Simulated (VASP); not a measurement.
# CuRu: structure and properties in VASP, part 4 of 4

Wanted: the relaxed cell of CuRu and its properties. The cell is invented: it takes the structure of a Materials Project entry for FeRu (space group 187 there), with some of its atoms replaced by other elements, volume scaled by an estimate. It may not be a known or stable phase.

VASP 6.6.1; r2SCAN; plane waves and PAW (Ru_pv, Cu); invented cell.

Still holding for the runs below: This run has no spin polarisation. Its electron count is odd, so without a moment it is a metal by construction. The k-mesh is coarse for a metal.

So far. Step 11 (Volume scan with r2SCAN (run 5)): The pressure falls from -0.09 to -4.53 GPa. Step 11 (Volume scan with r2SCAN (run 5)): The run ends at a pressure of -4.53 GPa.

## 12. Volume scan with r2SCAN (run 6) (continued)

From OUTCAR (step 12):

```text
  Total       -1.4599880     -1.4599876     -1.3139128     -0.0000003      0.0000000     -0.0000000
  in kB      -87.8098419    -87.8098191    -79.0242641     -0.0000182      0.0000000     -0.0000000
  external PRESSURE =     -84.8813084 kB  Pullay stress =       0.0000000 kB

 POSITION                                       TOTAL-FORCE (eV/Angst)
 -----------------------------------------------------------------------------------
      1.32535      0.76519      0.00000        -0.000000      0.000000      0.000000
      0.00000      0.00000      2.18894         0.000000     -0.000000      0.000000
 -----------------------------------------------------------------------------------
    total drift:                               -0.000013      0.000010      0.000000

  FREE ENERGIE OF THE ION-ELECTRON SYSTEM (eV)
  ---------------------------------------------------
  free  energy   TOTEN  =       -35.5021712175 eV

  energy  without entropy=      -35.4955351834  energy(sigma->0) =      -35.49885320

[... 1 part as in an earlier step ...]

[... 2 further parts left out ...]
[key lines of the parts left out:]
E-fermi :   9.4613
```

The pressure falls from -4.53 to -8.49 GPa.

The run ends at a pressure of -8.49 GPa.

## 13. Volume scan with r2SCAN (run 7)

A prediction first. A parabola through the 6 pressures of evenly scaled cells so far, P = -0.10 -237.1 t +606 t² GPa with t = ln(V/V₁) and V₁ the volume at scale 1, gives -11.86 GPa at t = +0.0583.

INCAR

```
SYSTEM = CuRu
PREC = Accurate
ENCUT = 400
EDIFF = 1E-06
NELM = 100
ISMEAR = 0
SIGMA = 0.05
LREAL = .FALSE.
ALGO = Normal
METAGGA = R2SCAN
LASPH = .TRUE.
LORBIT = 11
LWAVE = .FALSE.
LCHARG = .FALSE.
ISIF = 2
```

POSCAR

```
CuRu
1.0
    2.6675900507     -0.0000000116      0.0000000000
   -1.3337945359      2.3102004574      0.0000000000
    0.0000000000      0.0000000000      4.4057559796
Ru Cu
1 1
Direct
    0.6666666700      0.3333333300      0.0000000000
    0.0000000000      0.0000000000      0.5000000000
```

KPOINTS

```
Automatic mesh
0
Gamma
8 8 5
0 0 0
```

Potentials, in the order of the species: Ru_pv and Cu (PBE family, release 64).

The run is started by

```console
$ mpirun -np 1 vasp_std
```

The log of the run:

```text
[... set-up lines as in an earlier step ...]
 entering main loop
       N       E                     dE             d eps       ncg     rms          rms(c)
DAV:   1     0.118430616582E+03    0.11843E+03   -0.12790E+04  1056   0.189E+03
DAV:   2    -0.402300790345E+02   -0.15866E+03   -0.15626E+03  1000   0.385E+02
DAV:   3    -0.437772275832E+02   -0.35471E+01   -0.35202E+01  1144   0.683E+01
DAV:   4    -0.438547507945E+02   -0.77523E-01   -0.77435E-01  1296   0.816E+00
[...]
DAV:  15    -0.354723287873E+02    0.44031E-06   -0.10232E-05  1352   0.417E-02    0.815E-03
DAV:  16    -0.354723276207E+02    0.11665E-05   -0.19861E-06   792   0.413E-02    0.271E-03
DAV:  17    -0.354723278677E+02   -0.24697E-06   -0.41811E-07   624   0.655E-03
   1 F= -.35472328E+02 E0= -.35468716E+02  d E =-.722403E-02
```

The job ended after 97 s (1 MPI rank of AMD EPYC 7R43, shared host; peak memory 0.1 GiB).

Parts of OUTCAR (step 13):

```text
  Total       -2.1101796     -2.1101791     -1.9064785     -0.0000004      0.0000000      0.0000000
  in kB     -124.5204883   -124.5204561   -112.5002035     -0.0000258      0.0000000      0.0000000
  external PRESSURE =    -120.5137159 kB  Pullay stress =       0.0000000 kB

 POSITION                                       TOTAL-FORCE (eV/Angst)
 -----------------------------------------------------------------------------------
      1.33380      0.77007      0.00000        -0.000000      0.000000      0.000000
      0.00000      0.00000      2.20288         0.000000     -0.000000      0.000000
 -----------------------------------------------------------------------------------
    total drift:                               -0.000013      0.000010      0.000000

  FREE ENERGIE OF THE ION-ELECTRON SYSTEM (eV)
  ---------------------------------------------------
  free  energy   TOTEN  =       -35.4723278677 eV

  energy  without entropy=      -35.4651038329  energy(sigma->0) =      -35.46871585

[... 1 part as in an earlier step ...]

[... 2 further parts left out ...]
[key lines of the parts left out:]
E-fermi :   9.1729
```

The pressure falls from -8.49 to -12.05 GPa. The parabola predicted -11.86 GPa, +0.19 GPa off.

## 14. Side by side

Times are for 1 MPI rank of AMD EPYC 7R43, shared host. The series side by side:

```csv
no.,volume scale,energy above the lowest point (meV/atom),pressure (GPa),time,memory (GiB)
1,0.94,42.49,16.91,58 s,0.1
2,0.96,18.97,10.55,62 s,0.1
3,0.98,5.17,4.932,65 s,0.1
4,1,0,-0.09046,74 s,0.1
5,1.02,2.11,-4.532,62 s,0.1
6,1.04,11.03,-8.488,90 s,0.1
7,1.06,26.1,-12.05,97 s,0.1
```

## 15. Fit for r2SCAN

This step: Birch-Murnaghan fit, r2SCAN; plane waves and PAW; invented cell (VASP 6.6.1).

Derived from the runs above.

Numbers from this step:

```yaml
pressure_derivative_of_the_bulk_modulus: 4.936
r_m_s_error_of_the_fit: 6.29e-5 eV/atom
minimum_inside_the_sampled_range: yes
bulk_modulus: 232.2 GPa
equilibrium_volume_of_the_fit: 12.85 Å³/atom
```

Table of energy above the fitted minimum by volume:

```csv
volume (Å³/atom),energy above the fitted minimum (eV/atom)
12.039,0.0427
12.295,0.0192
12.551,0.00542
12.807,2.5e-4
13.063,0.00236
13.319,0.0113
13.576,0.0263
```

The fitted volume lies +0.37 % from the relaxed one. At a finite cutoff and mesh the minimum of the energy and the zero of the stress don't quite coincide, and the relaxation stops at a threshold.

## 16. What came out

| Property | Result |
| --- | --- |
| relaxed volume | 12.81 Å³/atom |
| relaxed conventional cell a, b, c | 2.616, 2.616, 4.321 Å; angles 90.0, 90.0, 120.0° |
| space group after relaxing, within 0.02 Å | P-6m2 (No. 187) |
| band gap | none, a metal |
| DOS at the Fermi level | 2.70 states/eV/cell |
| bulk modulus from the fit | 232 GPa |
| volume from the fit | 12.9 Å³/atom |

**Reading.** With r2SCAN, CuRu relaxes to 12.81 Å³/atom in space group P-6m2 (held by the symmetry of the run), comes out as a metal and has a bulk modulus of 232 GPa at fixed shape and positions, an upper bound. Not obtained: elastic tensor by finite strains (r2SCAN), because the run hit its time limit. Band structure (r2SCAN): Of the bands kept, 2 cross the Fermi level on this path. Spin-orbit coupling is left out; it would split some degenerate bands. The k-sampling is coarse for a metal, so the Fermi level, pressures and the shape of the cell carry errors. With an odd electron count and no spin the cell is a metal by construction. No search among competing phases was made. All values are for a static lattice at zero temperature.

[Lines on the potential files, build, host, timing and source positions are cut from VASP's logs without a mark.]

[Logs are printed without paths, hosts, clocks, repeated set-up lines and the standing remarks that a program may print on its own settings, such as how far it seeks lower states.]

[Hosts, paths, dates, database ids (printed as entryN), source tags and the programs' standing remarks are cut or masked in the printed files.]

[A measured line is paired with the nearest computed mode of its activity, which favours agreement.]
